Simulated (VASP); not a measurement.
Calculation: PBEsol GGA, VASP's PBE PAW potentials (set 64) (plane waves; VASP).

A VASP calculation is set up with these files.

### KPOINTS
```
Automatic mesh
0
Gamma
9 9 12
0 0 0
```

### INCAR
```
LCHARG = .TRUE.
ALGO = Normal
LWAVE = .FALSE.
LMAXMIX = 4   ! l cut-off of mixed one-centre charges
LORBIT = 11   ! lm-projected
SYSTEM = Ag
ENCUT = 400   ! plane-wave cut-off (eV)
LASPH = .TRUE.   ! aspherical one-centre terms
EDIFF = 1E-7   ! SCF stop (eV)
ISIF = 2
LREAL = .FALSE.   ! projection in real space or not
NELM = 100
ISMEAR = -5
GGA = PS   ! PBEsol
LEFG = .TRUE.
NEDOS = 601   ! DOS grid
PREC = Accurate
```

File POSCAR:
```
Ag
1
    4.6284023317    -0.0000000000    -0.0000000000
   -2.3142011659     4.0083139740     0.0000000000
    0.0000000000     0.0000000000     2.7368513956
Ag
3
Direct
  0.0000000000   0.0000000000   1.0000000000
  0.3333330000   0.6666670000   0.5000000000
  0.6666670000   0.3333330000   0.5000000000
```

POTCAR, in this order: Ag (PBE.64 set). Program: vasp_std.

What VASP printed:

### OSZICAR
```
       N       E                     dE             d eps       ncg     rms          rms(c)
DAV:   1     0.179180907942E+03    0.17918E+03   -0.14497E+04  3448   0.129E+03
DAV:   2    -0.729134499688E+01   -0.18647E+03   -0.17676E+03  3480   0.310E+02
DAV:   3    -0.107162427456E+02   -0.34249E+01   -0.33885E+01  3720   0.471E+01
DAV:   4    -0.107347476868E+02   -0.18505E-01   -0.18542E-01  3600   0.320E+00
DAV:   5    -0.107348799398E+02   -0.13225E-03   -0.13241E-03  3756   0.312E-01    0.100E+01
DAV:   6    -0.973865805725E+01    0.99622E+00   -0.35481E+00  3432   0.185E+01    0.602E+00
DAV:   7    -0.970781225018E+01    0.30846E-01   -0.42691E-02  3636   0.159E+00    0.336E+00
DAV:   8    -0.969576716680E+01    0.12045E-01   -0.20449E-03  3620   0.481E-01    0.155E-01
DAV:   9    -0.969579975321E+01   -0.32586E-04   -0.11270E-04  3804   0.200E-01    0.427E-02
DAV:  10    -0.969581671380E+01   -0.16961E-04   -0.10283E-05  3632   0.290E-02    0.143E-02
DAV:  11    -0.969581660943E+01    0.10437E-06   -0.24236E-06  3660   0.234E-02    0.201E-03
DAV:  12    -0.969581823366E+01   -0.16242E-05   -0.24163E-07  2660   0.108E-02    0.501E-04
DAV:  13    -0.969581813624E+01    0.97421E-07   -0.18277E-08  1888   0.129E-03
   1 F= -.96958181E+01 E0= -.96958181E+01  d E =0.000000E+00
```

**OUTCAR**
```
------------------------ aborting loop because EDIFF is reached ----------------------------------------
  FORCE on cell =-STRESS in cart. coord.  units (eV):
  Direction    XX          YY          ZZ          XY          YZ          ZX
  --------------------------------------------------------------------------------------
  Total       -0.2366192     -0.2366192      0.4375133      0.0000000      0.0000000      0.0000000
  in kB       -7.4664909     -7.4664908     13.8056789      0.0000000      0.0000000      0.0000000
  external PRESSURE =      -0.3757676 kB  Pullay stress =       0.0000000 kB
  volume of cell :       50.77
      direct lattice vectors                 reciprocal lattice vectors
     4.628402332  0.000000000  0.000000000     0.216057276  0.124740727  0.000000000
    -2.314201166  4.008313974  0.000000000     0.000000000  0.249481454  0.000000000
     0.000000000  0.000000000  2.736851396     0.000000000  0.000000000  0.365383375
 POSITION                                       TOTAL-FORCE (eV/Angst)
 -----------------------------------------------------------------------------------
      0.00000      0.00000      0.00000         0.000000      0.000000      0.000000
     -0.00000      2.67221      1.36843        -0.000000      0.000000      0.000000
      2.31420      1.33610      1.36843         0.000000     -0.000000      0.000000
 -----------------------------------------------------------------------------------
    total drift:                               -0.000000      0.000000      0.000000
  FREE ENERGIE OF THE ION-ELECTRON SYSTEM (eV)
  ---------------------------------------------------
  free  energy   TOTEN  =        -9.6958181362 eV

  energy  without entropy=       -9.6958181362  energy(sigma->0) =       -9.69581814

 total charge

# of ion       s       p       d       tot
------------------------------------------
    1        0.410   0.294   9.145   9.849
    2        0.434   0.319   9.157   9.910
    3        0.434   0.319   9.157   9.910
--------------------------------------------------
tot          1.279   0.932  27.458  29.669

 Electric field gradients after diagonalization (V/A^2)
 (convention: |V_zz| > |V_xx| > |V_yy|)
----------------------------------------------------------------------
 ion       V_xx      V_yy      V_zz     asymmetry (V_yy - V_xx)/ V_zz
----------------------------------------------------------------------
   1      15.235    15.229   -30.463       0.000
   2      -5.462    -5.456    10.918       0.001
   3      -5.462    -5.456    10.918       0.001
```
(Selected blocks of OUTCAR.)

### OUTCAR
```
 val. band max:        8.5784903137   @ k =   0.2222   0.1111   0.5000

 cond. band min:       8.3304984852   @ k =   0.3333   0.2222   0.3333


 Fermi energy:         8.3669098134

 k-point     1 :       0.0000    0.0000    0.0000
  band No.  band energies     occupation
      1       0.4539      2.00000
      2       1.8838      2.00000
      3       2.9531      2.00000
      4       3.1681      2.00000
      5       3.3010      2.00000
      6       3.3010      2.00000
      7       3.4148      2.00000
      8       3.4148      2.00000
      9       3.8360      2.00000
     10       3.8360      2.00000
     11       4.4016      2.00000
     12       4.4016      2.00000
     13       4.4700      2.00000
     14       4.4700      2.00000
     15       5.5070      2.00000
     16       5.5070      2.00000
     17      12.8939      0.00000
     18      12.8940      0.00000
     19      12.8949      0.00000
     20      12.8950      0.00000

 k-point     2 :       0.1111    0.0000    0.0000
  band No.  band energies     occupation
      1       0.5880      2.00000
      2       1.9186      2.00000
      3       2.8601      2.00000
      4       2.9513      2.00000
      5       3.0623      2.00000
      6       3.1770      2.00000
      7       3.6789      2.00000
      8       3.7366      2.00000
      9       3.8411      2.00000
     10       3.9100      2.00000
     11       4.2608      2.00000
     12       4.2874      2.00000
     13       4.6268      2.00000
     14       4.6456      2.00000
     15       5.4332      2.00000
     16       5.4936      2.00000
     17      10.8678      0.00000
     18      11.4306      0.00000
     19      12.7472      0.00000
     20      14.2136      0.00000

 k-point     3 :       0.2222    0.0000    0.0000
  band No.  band energies     occupation
      1       0.9713      2.00000
      2       2.0070      2.00000
      3       2.4796      2.00000
      4       2.8135      2.00000
      5       2.8966      2.00000
...
```

For a metal the tetrahedron method with Blöchl corrections gives inexact stress and forces.

The structure was generated: Ag was put into the omega type (P6/mmm), which need not be its known phase. It was relaxed first.
